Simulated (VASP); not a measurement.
VASP ran on this input.

INCAR:
```
! general
SYSTEM =ZnS
PREC   =Accurate
ENCUT  =520
LREAL  =.False.   ! projection in real space or not
LASPH  =.True.

! electronic loop
EDIFF  =1E-7   ! SCF stop (eV)
NELM   =100
ALGO   =Normal   ! blocked Davidson
LMAXMIX=4   ! l cut-off of mixed one-centre charges

! smearing
ISMEAR =-5   ! tetrahedra, Bloechl

! functional
GGA    =PE   ! PBE
IVDW   =13   ! D4

! ions
ISIF   =2

! output
LWAVE  =.False.
LCHARG =.True.
LORBIT =11   ! lm-projected
NEDOS  =601

! other
LEFG   =.True.
```

File POSCAR:
```
ZnS
1.0
  1.9018744804  -3.2941431878   0.0000000000
  1.9018744804   3.2941431878   0.0000000000
  0.0000000000   0.0000000000   6.2316525225
Zn S
2 2
Cartesian
  1.9018744804  -1.0980499254   3.1167960410
  1.9018744804   1.0980499254   0.0009697797
  1.9018744804  -1.0980499254   5.4517261775
  1.9018744804   1.0980499254   2.3358999162
```

**KPOINTS**
```
kpoints
0
Gamma
8 8 4
0 0 0
```

POTCAR, in this order: Zn S (PBE.64 set). Program: vasp_std.

Problem. Write an equivalent input for Ansatz.

Solution. One equivalent input (not run):
Ansatz 0.2 input:
```yaml
crystal:
  lattice:
    - [1.9018745, -3.2941432, 0.0000000]
    - [1.9018745, 3.2941432, 0.0000000]
    - [0.0000000, 0.0000000, 6.2316525]
  atoms:
    - { symbol: Zn, position: [0.6666670, 0.3333330, 0.5001556] }
    - { symbol: Zn, position: [0.3333330, 0.6666670, 0.0001556] }
    - { symbol: S, position: [0.6666670, 0.3333330, 0.8748444] }
    - { symbol: S, position: [0.3333330, 0.6666670, 0.3748444] }
kpoints:
  mp_grid: { grid: [8, 8, 4] }
hamiltonian:
  xc: pbe
  dispersion: d4
  pseudopotentials: { kind: paw }
scf:
  occupations: { method: tetrahedron }
  max_iter: 100
output: { forces: true, stress: true, eigenvalues: true }
```
Limits of the translation: each code has its own PAW files, so the cut-off isn't converted (ENCUT is set for VASP's; basis.ecutwfc is left out, and Ansatz then takes the one that its files recommend); Ansatz stops its SCF on the density residual and VASP on the energy change (EDIFF); the field gradients of LEFG aren't asked of the other code.

The compound is ZnS in the wurtzite structure, the high-temperature form. It was relaxed first.
